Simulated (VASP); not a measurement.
Input:

```
CELL_PARAMETERS angstrom
      3.87593     0.00000     0.00000
      0.00000     3.87593     0.00000
      0.00000     0.00000     3.87593
ATOMIC_POSITIONS crystal
  Ti 0.00000 0.00000 0.00000
  Pt 0.00000 0.50000 0.50000
  Pt 0.50000 0.00000 0.50000
  Pt 0.50000 0.50000 0.00000
```

Method: LDA (Ceperley-Alder, Perdew-Zunger), VASP's LDA PAW potentials (set 64) (plane waves; VASP). Settings: 400 eV cut-off, 7×7×7 Γ-centred mesh, first-order Methfessel-Paxton smearing of 0.10 eV, potentials Ti_sv Pt.

Unless said otherwise, spin-orbit coupling is left out, though it shifts the bands of the heavy elements here.

Problem. Predict the energy per atom (σ→0), band gap (on the k-mesh) with the smallest direct gap where there is one.

Solution. 
```
Quantity                                                     Value
------------------------  ----------------------------------------
band gap (on the k-mesh)  none (metal, semimetal or under 0.01 eV)
energy per atom (σ→0)                               -8654 meV/atom
```

Total energies compare only between runs with the same potentials, cut-off and functional.

The compound is Pt3Ti in the L1_2 structure. It was relaxed first. The start is the result of an earlier pass.
